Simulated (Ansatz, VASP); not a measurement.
# Mo2CCl2 (Mo2CCl2 MXene, 2 layers, AB): VASP beside Ansatz

One calculation is typed for both programs; each brings its own data sets. How far apart do they land? The structure shown is the start of the Ansatz relaxation below; VASP solves that cell, so the two are compared at the walk's first step.

Program: Ansatz 0.2.0. Level of theory: plane waves, with VASP 6.6.1 beside it; single point at LDA. Results are calculated unless marked as measured.

## 1. Starting point

The cell holds 10 atoms: 4 Cl, 4 Mo and 2 C. Cell: a = 3.025 Å, b = 3.025 Å, c = 59.994 Å, α = 90.0°, β = 90.0°, γ = 120.0°. Vacuum lies along c.

## 2. Ansatz: relaxation, LDA

Ansatz runs on its default PAW (the set named soft_2) files.

The two programs are compared at the cell with which this relaxation starts, whose forces are those of its first step.

The input, input.yaml:

```yaml
crystal:
  lattice:
    - [3.024736, 0.0, 0.0]
    - [-1.512368, 2.6194982157, 0.0]
    - [0.0, 0.0, 59.994084154]
  atoms:
    - { symbol: Cl, position: [0.3333333333, 0.6666666667, 0.3792040552] }
    - { symbol: Mo, position: [0.6666666667, 0.3333333333, 0.4067907885] }
    - { symbol: C, position: [0.0, 0.0, 0.4266840873] }
    - { symbol: Mo, position: [0.3333333333, 0.6666666667, 0.446577386] }
    - { symbol: Cl, position: [0.6666666667, 0.3333333333, 0.4741641193] }
    - { symbol: Cl, position: [0.6666666667, 0.3333333333, 0.5258358807] }
    - { symbol: Mo, position: [0.0, 0.0, 0.553422614] }
    - { symbol: C, position: [0.3333333333, 0.6666666667, 0.5733159127] }
    - { symbol: Mo, position: [0.6666666667, 0.3333333333, 0.5932092115] }
    - { symbol: Cl, position: [0.0, 0.0, 0.6207959448] }
  periodic: [true, true, false]
kpoints:
  mp_grid: { grid: [10, 10, 1] }
hamiltonian:
  xc: lda
scf:
  occupations: { method: fermi_dirac, width: 0.05 }
  convergence: { dr2_threshold: 1.0e-09 }
relax:
  f_tol: 0.015
  max_steps: 90
  cell: {}
output:
  write_potential: true
  write_density: true
  volumetric_format: npy
```

The run is started by

```bash
$ ansatz run input.yaml --threads 2 --pin off --max-ram 3072MiB --backend cpu --events-out ev --progress --plain --runs-dir out
```

Numbers of over 12 decimals in the logs are rounded to 6 here.

Output:

```text
Warning: relax.cell: scf.convergence.dr2_threshold = 1e-9 eV is looser than the 1.66677734452e-10 eV advised for a relaxation that steers and ends on the stress (1e-10 eV for each atom of the cell: 10, times the square of relax.cell.stress_2d_tol = 0.05 N/m over 24.5 Å (the atoms' height at the walk's start and 5 Å past either face), 2.041e-2 GPa, over a crystal's default 0.05). What an SCF threshold leaves in a stress goes as its square root, and in the free energy as the threshold itself, and one threshold admits the most on a small cell: [figures from the program's tests cut] Set scf.convergence.dr2_threshold to 1.66677734452e-10 eV or tighter. [rest of the remark cut]
Engine: ansatz 0.2.0, x86_64-unknown-linux-gnu
Pseudopotentials: kind: paw
Pseudopotential: Cl, paw, valence charge 7, recommended cutoff 420 eV (normal), Cl.paw.azcp
Pseudopotential: Mo, paw, valence charge 14, recommended cutoff 420 eV (normal), Mo.paw.azcp
Pseudopotential: C, paw, valence charge 4, recommended cutoff 420 eV (normal), C.paw.azcp
Functional definition: SPW92
  exchange = slater_x
  correlation = pw_c
Crystal: 10 atoms, lattice volume = 475.351 Å³
Basis set: ecut = 420 eV, 9153 PW (Γ)
Bands: 56, of which v1, the nominal top of the filled ones, is band 46 counted from 1 (45 counted from 0)
Symmetry: 12 space group operations
Space group: P-3m1 (ITA 164), of the structure as read, at distance tolerance 7.8e-5 Å
k-points: 14 of 100
Non-local potential: Cl, projectors of the file, l = 0: 2, l = 1: 2, l = 2: 2
Non-local potential: Mo, projectors of the file, l = 0: 3, l = 1: 2, l = 2: 2, l = 3: 1
Non-local potential: C, projectors of the file, l = 0: 2, l = 1: 2, l = 2: 1
PAW form: soft (Blöchl's): semilocal exchange-correlation on the pseudo side does not see the compensation charge
PAW frozen core: Cl, regenerated for the run's functional, and the local potential with it (the file was generated under x = pbe(κ = 0.804, μ = 0.219515), c = pbe(β = 0.066725))
PAW frozen core: Mo, regenerated for the run's functional, and the local potential with it (the file was generated under x = pbe(κ = 0.804, μ = 0.219515), c = pbe(β = 0.066725))
PAW frozen core: C, regenerated for the run's functional, and the local potential with it (the file was generated under x = pbe(κ = 0.804, μ = 0.219515), c = pbe(β = 0.066725))
PAW one-centre angular grid: Cl, 110 points (default); XC on 64 Gauss nodes
PAW one-centre angular grid: Mo, 590 points (default); XC on 64 Gauss nodes
PAW one-centre angular grid: C, 110 points (default); XC on 64 Gauss nodes
Initial density: superposition of atomic densities (neutral atoms: chi_scale 0, normalization atom), corrected by the library's trained network
Initial wavefunctions: pseudopotential atomic-orbital guess
Functional: x = slater, c = lda
SCF iter   1: F=—  HF=-24036.259591 eV  |F-HF|=—  |Δ(HF+E_count)|=         —  Δρ=9.32e-3  dr2=1.64e0  ethr=1.77e-3  ⟨swp⟩=13.2  Hψ=5391  notcnv=0
preconditioner: auto → LDOS  [metal: Δε(μ)=0.012 eV  Ē_g=8.587 eV  σ=0.050 eV  W_gap=0.06  n_scr=38 (ndim 8)  ℏωp=13.2 eV  f_vac=0.702  D(μ)=8.01/eV (n_scr^D=32)  β→1.0]
SCF iter   2: F=—  HF=-24036.098444 eV  |F-HF|=—  |Δ(HF+E_count)|=   1.61e-1  Δρ=3.10e-3  dr2=1.42e-1  ethr=1.77e-3  ⟨swp⟩=3.4  Hψ=1417  notcnv=0  defer=6
SCF iter   3: F=—  HF=-24036.088541 eV  |F-HF|=—  |Δ(HF+E_count)|=   9.90e-3  Δρ=2.49e-3  dr2=6.38e-2  ethr=1.54e-4  ⟨swp⟩=4.8  Hψ=2186  notcnv=0  defer=6
SCF iter   4: F=—  HF=-24036.074043 eV  |F-HF|=—  |Δ(HF+E_count)|=   1.45e-2  Δρ=5.29e-4  dr2=2.94e-3  ethr=6.93e-5  ⟨swp⟩=3.1  Hψ=1685  notcnv=0  defer=6
SCF iter   5: F=—  HF=-24036.073830 eV  |F-HF|=—  |Δ(HF+E_count)|=   2.13e-4  Δρ=1.60e-4  dr2=2.71e-4  ethr=3.20e-6  ⟨swp⟩=3.4  Hψ=1862  notcnv=0  defer=6
SCF iter   6: F=—  HF=-24036.073831 eV  |F-HF|=—  |Δ(HF+E_count)|=   1.02e-6  Δρ=3.74e-5  dr2=1.55e-5  ethr=2.94e-7  ⟨swp⟩=3.3  Hψ=1678  notcnv=0  defer=6
SCF iter   7: F=—  HF=-24036.073827 eV  |F-HF|=—  |Δ(HF+E_count)|=   4.41e-6  Δρ=1.17e-5  dr2=1.59e-6  ethr=1.69e-8  ⟨swp⟩=3.7  Hψ=1922  notcnv=0  defer=6
SCF iter   8: F=—  HF=-24036.074231 eV  |F-HF|=—  |Δ(HF+E_count)|=   4.04e-4  Δρ=3.21e-6  dr2=1.05e-7  ethr=1.73e-9  ⟨swp⟩=2.9  Hψ=1553  notcnv=0  defer=6
SCF iter   9: F=—  HF=-24036.074231 eV  |F-HF|=—  |Δ(HF+E_count)|=   7.76e-8  Δρ=8.96e-7  dr2=1.06e-8  ethr=1.14e-10  ⟨swp⟩=3.6  Hψ=2008  notcnv=0  defer=6
[...]
SCF iter   3: F=—  HF=-24038.479845 eV  |F-HF|=—  |Δ(HF+E_count)|=   1.21e-6  Δρ=6.44e-7  dr2=1.77e-9  ethr=3.32e-11  ⟨swp⟩=3.1  Hψ=1571  notcnv=0
SCF iter   4: F=-24038.479846 eV  HF=-24038.479846 eV  |F-HF|=3.49e-8  |Δ(HF+E_count)|=   1.17e-6  Δρ=1.82e-7  dr2=2.19e-10  ethr=1.09e-12  ⟨swp⟩=18.2  Hψ=7719  notcnv=0
SCF 19 converged in 4 iterations: F = -24038.479846 eV  dr2 = 2.19e-10
relax step  19: F+E_penalty+E_count = -24038.47984600 eV  Δ(F+E_penalty+E_count) = -2.745e-4 eV  max|allowed force component| = 1.824e-3 eV/Å  Δτ_max = 0.0000 Å  P = +0.004 N/m  Ω = 564.778 Å³  fix = [c, alpha, beta]  reactions: c +0.000 N/m  stress off target by 3.75e-3 N/m on what of the cell is left free  SCF on the basis re-selected at this cell (its energy is not comparable with the rows above)  (4 SCF iters)
basis re-selected at this cell: Δ(F+E_penalty+E_count) = -2.745e-4 eV, ΔP = +0.001 N/m vs the last step (what re-selecting the basis moved, of the pressure what is left beyond the Pulay correction that the steps carried, after the strain that the cell walked since its last selection, with what the two solves' SCF thresholds leave and, on support functions, any second-order correction that the steps lacked; it is no m [...]
WARN: The output density's exchange-correlation potential varies sharply where the density is thin. Do not read a vacuum level from v_tot or v_xc, or from such a field of the output density. On a cell that repeats whose density bears no net charge and no dipole along the vacuum's axis use v_es (v_loc + v_h of the components); under efield.dipole_correction with no amplitude use v_es + v_field, which holds any externa [...]
SCF converged after 4 iterations
Free energy (F): -24038.479846 eV
Harris-Foulkes:  -24038.479846 eV  (|F-HF|=3.49e-8)
Internal energy: -24038.447217 eV  (E = F + TS)
E sigma→0 (E₀):  -24038.463532 eV
Entropy (-TS):   -0.032629 eV (-3.263 meV/atom)
Fermi energy:    -4.485672 eV
--- Per-component energies (eV) ---
  E_band       = -2177.079145
  E_kinetic    = 2603.744470
  E_local      = -790737.009499  (includes V_loc(G=0)·N_el)
  E_nonlocal   = 771.589359
  E_hartree    = 393653.279556
  E_xc         = -1252.598891
  E_vxc        = -1524.150246  (∫ρ·V_xc dr)
  E_paw        = -15042.508410  (= ΣΔE_a)
  E_vpaw       = -597.810850  (= ΣTr[D̂ρ^β])
  E_aug_tail   = 0.000474  (compensation charges beyond the density's cutoff)
  E_ewald      = 385962.276826
  E_core_change = 2.778897  (= ΣΔE_core)
  E_smearing   = -0.032629  (= −TS)
  E_closure    = -0.000000  (closes the sum)
  Σ components = -24038.479846   (vs F -24038.479846, Δ=0.00e0)
--- Forces (eV/Å), atoms counted from 1 ---
  atom   1  Cl     0.00000000     0.00000000    -0.00182403
  atom   2  Mo     0.00000000    -0.00000000     0.00130250
  atom   3  C      0.00000000     0.00000000    -0.00035537
  atom   4  Mo     0.00000000     0.00000000     0.00082622
  atom   5  Cl     0.00000000    -0.00000000    -0.00029222
  atom   6  Cl     0.00000000     0.00000000     0.00029222
  atom   7  Mo     0.00000000    -0.00000000    -0.00082622
  atom   8  C      0.00000000    -0.00000000     0.00035537
  atom   9  Mo     0.00000000     0.00000000    -0.00130250
  atom  10  Cl     0.00000000    -0.00000000     0.00182403
  max |Σ_I F_I| component: 2.78e-17 eV/Å
--- 2D stress c σ (N/m, compression-positive) ---
        0.003747      -0.000000       0.000000
        0.000000       0.003747       0.000000
        0.000000       0.000000       0.000000
  P = ½ c Tr σ = 0.0037 N/m
--- Band table (eV; the first three rows and the last of 14) ---
  k-point 0: bands = [... 42 lower, -7.6479, -7.6479, -4.6938, -4.6851, -3.9662, -3.9662, -3.9436, -3.9436, ... 6 higher]
  k-point 1: bands = [... 42 lower, -7.1845, -7.1698, -4.7863, -4.7737, -4.2820, -4.2214, -3.9527, -3.9294, ... 6 higher]
  k-point 2: bands = [... 42 lower, -6.6897, -6.6770, -5.0717, -5.0139, -4.4797, -4.3566, -3.9284, -3.9047, ... 6 higher]
  k-point 13: bands = [... 42 lower, -6.4501, -6.4447, -5.6383, -5.5818, -3.5877, -3.5784, -3.5579, -3.5058, ... 6 higher]
  the weakly bound empty levels are not read free of the cell's end (no_gap_told)
--- Relaxed structure (17 steps of the walk, 16 accepted, 2 SCFs on fresh bases) ---
  F+E_penalty+E_count = -24038.47984600 eV   max|allowed force component| = 1.824e-3 eV/Å   (the final SCF, on the basis selected at the relaxed cell)
  cell:  # Å, volume = 564.7781 Å³
    - [3.297003, 0.0, 0]
    - [-1.648502, 2.855289, 0]
    - [0, 0, 59.994084154]
  atoms:
    - { symbol: Cl, position: [0.333333, 0.666667, 0.383008] }
    - { symbol: Mo, position: [0.666667, 0.333333, 0.411866] }
    - { symbol: C, position: [5.921189466280894e-18, 1.110223024650029e-17, 0.427283] }
    - { symbol: Mo, position: [0.333333, 0.666667, 0.442734] }
    - { symbol: Cl, position: [0.666667, 0.333333, 0.471595] }
    - { symbol: Cl, position: [0.666667, 0.333333, 0.528405] }
    - { symbol: Mo, position: [5.921189466278718e-18, 1.1102230246495586e-17, 0.557266] }
    - { symbol: C, position: [0.333333, 0.666667, 0.572717] }
    - { symbol: Mo, position: [0.666667, 0.333333, 0.588134] }
    - { symbol: Cl, position: [5.921189466278505e-18, 1.110223024649551e-17, 0.616992] }
```

[end of part 1 of 2]

[Lines on the potential files, build, host, timing and source positions are cut from VASP's logs without a mark.]

[Logs are printed without paths, hosts, clocks, repeated set-up lines and the standing remarks that a program may print on its own settings, such as how far it seeks lower states.]

[Hosts, paths, dates, database ids (printed as entryN), source tags and the programs' standing remarks are cut or masked in the printed files.]
